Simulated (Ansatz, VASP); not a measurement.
# Ba2H3F: VASP beside Ansatz, part 3 of 3

Aim: how closely do two programs agree when they are given the same cell, functional and k mesh? The cell is generated by rule, not measured, and may not be a known phase. The cell is taken from a series of runs on this material, whose earlier steps may have relaxed, scaled, displaced or heated it; both programs get it as it stands.

VASP 6.6.1 and Ansatz 0.2.0.

So far: Starting point; VASP: zone-centre phonons, PBEsol.

The structure was built from a prototype and need not be the compound's stable phase.

**3. Ansatz: zone-centre phonons, PBEsol**

Level of this step: Ansatz beside VASP: Kohn-Sham DFT, plane waves, PBEsol (Ansatz).

Ansatz runs on its default PAW (the set named soft_2) files.

The same cell, functional and mesh now go to Ansatz, which takes its cutoff from its data sets.

input.yaml

```yaml
crystal:
  lattice:
    - [4.2935918184, 2.8188e-06, 0.0]
    - [-2.1467983504, 3.7183581789, 0.0]
    - [0.0, 0.0, 5.9791168191]
  atoms:
    - { symbol: Ba, position: [0.6666666667, 0.3333333333, 0.7496983071] }
    - { symbol: Ba, position: [0.3333333333, 0.6666666667, 0.2503016929] }
    - { symbol: H, position: [0.6666666667, 0.3333333333, 0.2920896742] }
    - { symbol: H, position: [0.3333333333, 0.6666666667, 0.7079103258] }
    - { symbol: H, position: [0.0, 0.0, 0.5] }
    - { symbol: F, position: [0.0, 0.0, 0.0] }
kpoints:
  mp_grid: { grid: [6, 6, 4] }
hamiltonian:
  xc: pbesol
scf:
  occupations: { method: fixed }
output:
  eigenvalues: true
phonons:
  method: dfpt
  qmesh: [2, 2, 2]
  temperatures: { t_max: 1000, t_step: 50 }
  qpath:
    path:
      - [[0.0, 0.0, 0.0], [0.5, 0.0, 0.0], [0.33333333, 0.33333333, 0.0], [0.0, 0.0, 0.0], [0.0, 0.0, 0.5], [0.5, 0.0, 0.5], [0.33333333, 0.33333333, 0.5], [0.0, 0.0, 0.5]]
      - [[0.5, 0.0, 0.5], [0.5, 0.0, 0.0]]
      - [[0.33333333, 0.33333333, 0.5], [0.33333333, 0.33333333, 0.0]]
    npoints: 10
  non_analytic_term:
    high_frequency_dielectric_tensor: [[4.7524, 0.0, 0.0], [0.0, 4.7524, 0.0], [0.0, 0.0, 4.2701]]
    born_effective_charges:
      - { species: Ba, tensor: [[2.4634, 0.0, 0.0], [0.0, 2.4634, 0.0], [0.0, 0.0, 2.2286]] }
      - { species: Ba, tensor: [[2.4634, 0.0, 0.0], [0.0, 2.4634, 0.0], [0.0, 0.0, 2.2286]] }
      - { species: H, tensor: [[-1.0245, 0.0, 0.0], [0.0, -1.0245, 0.0], [0.0, 0.0, -1.0514]] }
      - { species: H, tensor: [[-1.0245, 0.0, 0.0], [0.0, -1.0245, 0.0], [0.0, 0.0, -1.0514]] }
      - { species: H, tensor: [[-1.2905, 0.0, 0.0], [0.0, -1.2905, 0.0], [0.0, 0.0, -0.7483]] }
      - { species: F, tensor: [[-1.5871, 0.0, 0.0], [0.0, -1.5871, 0.0], [0.0, 0.0, -1.606]] }
    source: "zone-centre run at this cell"
```

The run is started by

```console
> ansatz run input.yaml --threads 8 --pin off --max-ram 14336MiB --backend cpu --events-out ev --progress --plain --runs-dir out
```

Numbers of over 12 decimals in the logs are rounded to 6 here.

What it wrote:

```text
Warning: phonons: the dynamical matrix that this run interpolates holds no multipole term above the dipole-dipole one, and a site of this crystal is no centre of inversion, so its interpolated transverse optical and acoustic branches and sound speeds can stay off near Gamma, and the density of states and the thermodynamics with them. What a run solves at a wave vector of phonons.qpoints, Gamma apart, where the deck admits one, is free of this, and under fd what a larger phonons.supercell samples
Engine: ansatz 0.2.0, aarch64-unknown-linux-gnu
Pseudopotentials: kind: paw
Pseudopotential: Ba, paw, valence charge 10, recommended cutoff 420 eV (normal), Ba.paw.azcp
Pseudopotential: H, paw, valence charge 1, recommended cutoff 420 eV (normal), H.paw.azcp
Pseudopotential: F, paw, valence charge 7, recommended cutoff 420 eV (normal), F.paw.azcp
Functional definition: PBEsol
  exchange = pbesol_x
  correlation = pbesol_c
Crystal: 6 atoms, lattice volume = 95.457 Å³
Basis set: ecut = 420 eV, 1885 PW (Γ), exchange–correlation on 60×60×80 points (8 copies of the dense FFT grid, shifted against one another)
Bands: 21, of which v1, the nominal top of the filled ones, is band 15 counted from 1 (14 counted from 0)
Symmetry: 12 space group operations
k-points: 24 of 144
Non-local potential: Ba, projectors of the file, l = 0: 3, l = 1: 2, l = 2: 2, l = 3: 2
Non-local potential: H, projectors of the file, l = 0: 2, l = 1: 1
Non-local potential: F, projectors of the file, l = 0: 2, l = 1: 2, l = 2: 1
PAW form: soft (Blöchl's): semilocal exchange-correlation on the pseudo side does not see the compensation charge
PAW frozen core: Ba, regenerated for the run's functional, and the local potential with it (the file was generated under x = pbe(κ = 0.804, μ = 0.219515), c = pbe(β = 0.066725))
PAW frozen core: F, regenerated for the run's functional, and the local potential with it (the file was generated under x = pbe(κ = 0.804, μ = 0.219515), c = pbe(β = 0.066725))
PAW one-centre angular grid: Ba, 194 points (default); XC on 64 Gauss nodes
PAW one-centre angular grid: H, 110 points (default); XC on 64 Gauss nodes
PAW one-centre angular grid: F, 110 points (default); XC on 64 Gauss nodes
Initial density: superposition of atomic densities (neutral atoms: chi_scale 0, normalization atom), corrected by the library's trained network
Initial wavefunctions: pseudopotential atomic-orbital guess
Functional: x = pbesol(κ = 0.804, μ = 0.123457), c = pbesol(β = 0.046)
SCF iter   1: F=—  HF=-12577.771646 eV  |F-HF|=—  |Δ(HF+E_count)|=         —  Δρ=9.39e-3  dr2=6.20e-2  ethr=1.77e-3  ⟨swp⟩=4.8  Hψ=2323  notcnv=0  defer=93
preconditioner: auto → Resta (q_TF=auto, 2.250 Å⁻¹)  ε∞=3.5  [insulator: Δε(μ)=1.669 eV  Ē_g=11.811 eV  n_scr=22 (ndim 8)  ℏωp=18.6 eV  f_vac=0.000  ε∞_Penn≈3.5]
SCF iter   2: F=—  HF=-12577.755963 eV  |F-HF|=—  |Δ(HF+E_count)|=   1.57e-2  Δρ=3.47e-3  dr2=8.62e-3  ethr=2.07e-4  ⟨swp⟩=2.0  Hψ=1057  notcnv=0  defer=95
SCF iter   3: F=—  HF=-12577.754293 eV  |F-HF|=—  |Δ(HF+E_count)|=   1.67e-3  Δρ=1.39e-3  dr2=1.63e-3  ethr=2.87e-5  ⟨swp⟩=2.2  Hψ=716  notcnv=0  defer=95
SCF iter   4: F=—  HF=-12577.754052 eV  |F-HF|=—  |Δ(HF+E_count)|=   2.41e-4  Δρ=2.57e-4  dr2=4.58e-5  ethr=5.45e-6  ⟨swp⟩=2.0  Hψ=658  notcnv=0  defer=95
SCF iter   5: F=—  HF=-12577.754078 eV  |F-HF|=—  |Δ(HF+E_count)|=   2.62e-5  Δρ=6.39e-5  dr2=4.52e-6  ethr=1.53e-7  ⟨swp⟩=2.1  Hψ=730  notcnv=0  defer=60
SCF iter   6: F=—  HF=-12577.754079 eV  |F-HF|=—  |Δ(HF+E_count)|=   8.64e-7  Δρ=1.71e-5  dr2=3.40e-7  ethr=1.51e-8  ⟨swp⟩=2.8  Hψ=855  notcnv=0  defer=40
SCF iter   7: F=—  HF=-12577.754079 eV  |F-HF|=—  |Δ(HF+E_count)|=   1.08e-7  Δρ=2.67e-6  dr2=6.85e-9  ethr=1.13e-9  ⟨swp⟩=2.0  Hψ=775  notcnv=0  defer=39
SCF iter   8: F=—  HF=-12577.754079 eV  |F-HF|=—  |Δ(HF+E_count)|=  6.26e-10  Δρ=3.20e-7  dr2=9.52e-11  ethr=2.28e-11  ⟨swp⟩=2.0  Hψ=787  notcnv=0  defer=39
SCF iter   9: F=-12577.754079 eV  HF=-12577.754079 eV  |F-HF|=3.64e-12  |Δ(HF+E_count)|=  6.37e-11  Δρ=4.87e-8  dr2=3.05e-12  ethr=1.00e-12  ⟨swp⟩=12.6  Hψ=3899  notcnv=0
SCF 1 converged in 9 iterations: F = -12577.754079 eV  dr2 = 3.05e-12
  greatest PAW one-centre occupation: 0.955 electrons in one spin orbital (limit 2), on the Ba atom at site 1 (counted from 0), in its partial waves of l = 0
NSCF: frozen V_eff on 24 k-points
NSCF: frozen V_eff on 76 k-points
DFPT response loops at q = (0, 0, 0) (fractional): preconditioner auto → Resta (q_TF=auto, 2.250 Å⁻¹)  ε∞=5.8 (no band partly filled); β = 1.00, the filter's whole step (`scf.mixing.beta` (0.50) is not read by the response loops at its default; to damp them type it under 1.00, their step now; it binds the ground state too); Broyden in place of MSR1
NSCF: frozen V_eff on 152 k-points
DFPT response loops at q = (0, 0, -0.5) (fractional): mixed as the last ones told, above
NSCF: frozen V_eff on 152 k-points
DFPT response loops at q = (0, -0.5, 0) (fractional): mixed as the last ones told, above
NSCF: frozen V_eff on 152 k-points
DFPT response loops at q = (0, -0.5, -0.5) (fractional): mixed as the last ones told, above
SCF converged after 9 iterations
Free energy (F): -12577.754079 eV
Harris-Foulkes:  -12577.754079 eV  (|F-HF|=3.64e-12)
Internal energy: -12577.754079 eV  (E = F + TS)
E sigma→0 (E₀):  -12577.754079 eV
Fermi energy:    7.771586 eV
--- Per-component energies (eV) ---
  E_band       = -107.087328
  E_kinetic    = 584.992445
  E_local      = -1188.118903  (includes V_loc(G=0)·N_el)
  E_nonlocal   = 194.278612
  E_hartree    = 426.402392
  E_xc         = -441.067435
  E_vxc        = -410.059396  (∫ρ·V_xc dr)
  E_paw        = -10475.557574  (= ΣΔE_a)
  E_vpaw       = -140.983489  (= ΣTr[D̂ρ^β])
  E_aug_tail   = -0.001369  (compensation charges beyond the density's cutoff)
  E_ewald      = -1679.027556
  E_core_change = 0.345309  (= ΣΔE_core)
  E_smearing   = -0.000000  (= −TS)
  E_closure    = 0.000000  (closes the sum)
  Σ components = -12577.754079   (vs F -12577.754079, Δ=0.00e0)
--- Band table (eV; the first three rows and the last of 24) ---
  k-point 0: bands = [... 11 lower, 2.8462, 3.9475, 5.0764, 7.7716, 11.1535, 11.1535, 11.4751, 11.4751, ... 2 higher]
  k-point 1: bands = [... 11 lower, 2.8327, 4.3886, 5.1650, 7.6982, 10.5980, 10.5980, 11.4676, 11.5257, ... 2 higher]
  k-point 2: bands = [... 11 lower, 2.8192, 5.0409, 5.0670, 7.5483, 10.3521, 10.3521, 11.3355, 11.5727, ... 2 higher]
  k-point 23: bands = [... 11 lower, 3.1841, 6.0106, 6.1891, 6.1891, 9.8976, 9.8976, 11.9623, 12.4568, ... 2 higher]
--- Phonons (Γ-DFPT): 8 representative perturbations + reference (Σ response iterations 29) ---
  ASR residual: 1.787e-5 → 0.000e0 eV/Å²; symmetrization residual: 7.958e-7 eV/Å²
  ASR residual per site (eV/Å²): 1.79e-5 1.79e-5 9.57e-6 9.57e-6 4.96e-6 5.50e-6
  Γ frequencies (cm⁻¹): 0.00 0.00 0.00 76.97 76.97 110.10 125.08 125.08 158.96 432.79 494.50 494.50 500.93 736.47 1008.81 1008.81 1011.99 1011.99
--- Phonons (arbitrary-q DFPT): 4 irreducible q on the 2×2×2 mesh ---
  q = [0.0000, 0.0000, 0.0000] (star 1, of the zone-centre solve; hermiticity 2.01e-7, symmetrization 9.56e-8): -0.00 0.00 0.00 76.97 76.97 110.10 125.08 125.08 158.96 432.79 494.50 494.50 500.93 736.47 1008.81 1008.81 1011.99 1011.99
  q = [0.0000, 0.0000, -0.5000] (star 1, 8 solved perturbations in 400 linear systems a pass and spin channel, the states on 76 of 144 k-point pairs; hermiticity 2.00e-5, symmetrization 6.66e-6): 51.74 51.74 56.19 56.19 62.58 92.85 125.05 125.05 240.09 494.47 494.47 582.42 603.92 829.33 1008.85 1008.85 1012.87 1012.87
  q = [0.0000, -0.5000, 0.0000] (star 3, 12 solved perturbations in 796 linear systems a pass and spin channel, the states on 76 of 144 k-point pairs; hermiticity 1.32e-7, symmetrization 1.01e-7): 31.33 58.71 73.28 80.91 89.19 118.75 133.86 145.40 170.05 397.20 450.00 534.56 669.00 690.04 986.01 993.63 1049.83 1053.67
  q = [0.0000, -0.5000, -0.5000] (star 3, 12 solved perturbations in 796 linear systems a pass and spin channel, the states on 76 of 144 k-point pairs; hermiticity 4.85e-6, symmetrization 4.37e-6): -34.04 65.58 66.97 75.98 96.06 132.35 134.08 143.18 190.77 411.93 534.66 563.98 678.50 701.93 987.73 993.95 1052.52 1052.60
  sum rule: each row above includes the acoustic sum rule's correction from the zone centre's row sums; it moved no ω² by more than (1.61 cm⁻¹)²
  mesh force constants: q→R imaginary residual 8.84e-18; ASR residual 1.787e-5 → 0.000e0 eV/Å²; symmetrization residual 5.329e-15 eV/Å²
  interpolated dispersion: 94 rows × 18 modes
  density of states and harmonic sums: on the 18×18×12 q-mesh, interpolated from the force constants of a 2×2×2 supercell (with the dipole–dipole term of supplied tensors)
  largest difference from the sums on the solved wave vectors: F 1.26e-1 eV, S 1.70e-4 and C_V 4.30e-5 eV/K
  zero-point energy: 0.484979 eV/cell   skipped modes (ω ≤ 0): 94, of them read as no rigid motion or as one in doubt: 91 (2.415e-1 modes/cell left out, lowest -34.04 cm⁻¹)   left out of the sums: 1.35e-2 of the cell's modes: C_V's classical limit lies that fraction below 3 k_B per atom; for a crystal, a wire or a layer, F and S can be off by more, and a phonons.interpolated_qmesh denser along its periods is the remedy for the sampling
```

In the SCF lines HF is the Harris–Foulkes energy and dr2 the Hartree energy of the density residual, in eV; the loop may stop once dr2 is under the threshold and the program's other checks hold. Hψ counts applications of the Hamiltonian.

**4. Side by side**

Known differences besides the potentials themselves: fixed occupations in Ansatz, narrow Gaussian smearing in VASP; VASP's run holds the zone centre alone; the cutoff is 420 eV in Ansatz and 600 eV in VASP; Ansatz makes its cores anew for this functional, VASP keeps those of its PBE data sets. Total energies have different zeros and are not compared.

Zone-centre modes by rising frequency (cm⁻¹; imaginary ones negative):

```csv
program,modes
Ansatz,"0.0, 0.0, 0.0, 77.0, 77.0, 110.1, 125.1, 125.1, 159.0, 432.8, 494.5, 494.5, 500.9, 736.5, 1008.8, 1008.8, 1012.0, 1012.0"
VASP,"-0.6, -0.6, -0.1, 79.5, 79.5, 116.2, 137.3, 137.3, 170.5, 445.3, 508.2, 508.4, 508.4, 750.7, 1035.4, 1035.4, 1039.3, 1039.3"
```

The two lists differ in the order or number of single and degenerate modes, so they aren't paired one by one; the r.m.s. figure in the results sets the two lists side by side in order.

**5. Results**

| Quantity | Value |
| --- | --- |
| r.m.s. difference of the optical zone-centre modes, each program's sorted by frequency (zone-centre phonons, PBEsol) | 17 cm⁻¹ |

**Reading.** The r.m.s. difference of the optical zone-centre modes, each program's sorted by frequency is 17 cm⁻¹ (zone-centre phonons, PBEsol). What causes the difference of the zone-centre phonons, PBEsol pair stays open here. How closely two codes agree says nothing of how well the functional describes the real material.

[Lines on the potential files, build, host, timing and source positions are cut from VASP's logs without a mark.]

[Logs are printed without paths, hosts, clocks, repeated set-up lines and the standing remarks that a program may print on its own settings, such as how far it seeks lower states.]

[Hosts, paths, dates, database ids (printed as entryN), source tags and the programs' standing remarks are cut or masked in the printed files.]
